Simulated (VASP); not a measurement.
These are optB88-vdW, VASP's PBE PAW potentials (set 64) (plane waves; VASP) values and carry that method's errors.

VASP input:

### KPOINTS
```
k-points along high-symmetry lines
15
Line-mode
Reciprocal
  0.000000   0.000000   0.000000 ! GAMMA
  0.500000   0.000000   0.500000 ! X

  0.500000   0.000000   0.500000 ! X
  0.625000   0.250000   0.625000 ! U

  0.375000   0.375000   0.750000 ! K
  0.000000   0.000000   0.000000 ! GAMMA

  0.000000   0.000000   0.000000 ! GAMMA
  0.500000   0.500000   0.500000 ! L

  0.500000   0.500000   0.500000 ! L
  0.500000   0.250000   0.750000 ! W

  0.500000   0.250000   0.750000 ! W
  0.500000   0.000000   0.500000 ! X
```

### INCAR
```
AGGAC  =  0.0
ALGO  =  Normal
EDIFF  =  1E-7
ENCUT  =  520
GGA  =  BO
ICHARG  =  11
ISMEAR  =  0
LASPH  =  .TRUE.
LCHARG  =  .FALSE.
LORBIT  =  11
LREAL  =  .FALSE.
LUSE_VDW  =  .TRUE.
LWAVE  =  .FALSE.
NELM  =  100
PARAM1  =  0.1833333333
PARAM2  =  0.22
PREC  =  Accurate
SIGMA  =  0.05
SYSTEM  =  CaO
```

**POSCAR**
```
CaO
1
    0.0000000000     2.4034541793     2.4034541793
    2.4034541793     0.0000000000     2.4034541793
    2.4034541793     2.4034541793    -0.0000000000
Ca O
1 1
Direct
  0.0000000000   0.0000000000   0.0000000000
  0.5000000000   0.5000000000   0.5000000000
```

POTCAR, in this order: Ca_sv O (PBE.64 set). Program: vasp_std. Read from the step before: CHGCAR.

Output

### OSZICAR
```
       N       E                     dE             d eps       ncg     rms          rms(c)
DAV:   1     0.127898440914E+03    0.12790E+03   -0.86690E+03  2160   0.135E+03
DAV:   2    -0.137199018574E+01   -0.12927E+03   -0.12160E+03  2452   0.329E+02
DAV:   3    -0.768741635352E+01   -0.63154E+01   -0.62426E+01  2704   0.714E+01
DAV:   4    -0.794229957243E+01   -0.25488E+00   -0.25456E+00  3220   0.129E+01
DAV:   5    -0.794590235755E+01   -0.36028E-02   -0.36026E-02  2648   0.150E+00
DAV:   6    -0.794600890609E+01   -0.10655E-03   -0.10655E-03  2976   0.176E-01
DAV:   7    -0.794601052748E+01   -0.16214E-05   -0.16214E-05  2828   0.215E-02
DAV:   8    -0.794601059614E+01   -0.68657E-07   -0.68688E-07  1924   0.297E-03
   1 F= -.79460106E+01 E0= -.79460106E+01  d E =-.534589E-16
```

**OUTCAR**
```
 val. band max:        2.1400662553   @ k =   0.0000   0.0000   0.0000

 cond. band min:       5.8119148920   @ k =   0.5000   0.0000   0.5000



 k-point     1 :       0.0000    0.0000    0.0000
  band No.  band energies     occupation
      1     -35.4560      2.00000
      2     -16.2881      2.00000
      3     -16.2881      2.00000
      4     -16.2881      2.00000
      5     -13.2858      2.00000
      6       2.1401      2.00000
      7       2.1401      2.00000
      8       2.1401      2.00000
      9       6.9899      0.00000
     10       8.3336      0.00000
     11       8.3336      0.00000
     12       8.3336      0.00000

 k-point     2 :       0.0357    0.0000    0.0357
  band No.  band energies     occupation
      1     -35.4543      2.00000
      2     -16.3089      2.00000
      3     -16.2910      2.00000
      4     -16.2910      2.00000
      5     -13.2602      2.00000
      6       2.0499      2.00000
      7       2.1285      2.00000
      8       2.1285      2.00000
      9       7.0703      0.00000
     10       8.2870      0.00000
     11       8.3831      0.00000
     12       8.3831      0.00000

 k-point     3 :       0.0714    0.0000    0.0714
  band No.  band energies     occupation
      1     -35.4493      2.00000
      2     -16.3665      2.00000
      3     -16.2994      2.00000
      4     -16.2994      2.00000
      5     -13.1891      2.00000
      6       1.8106      2.00000
      7       2.0961      2.00000
      8       2.0961      2.00000
      9       7.2823      0.00000
     10       8.1534      0.00000
     11       8.5278      0.00000
     12       8.5278      0.00000

 k-point     4 :       0.1071    0.0000    0.1071
  band No.  band energies     occupation
      1     -35.4412      2.00000
      2     -16.4496      2.00000
      3     -16.3129      2.00000
      4     -16.3129      2.00000
      5     -13.0884      2.00000
      6       1.4901      2.00000
      7       2.0484      2.00000
...
```

The density is held fixed in this step, so its total energy and stress have no physical meaning.

The compound is CaO in the rock salt structure. It was relaxed first.
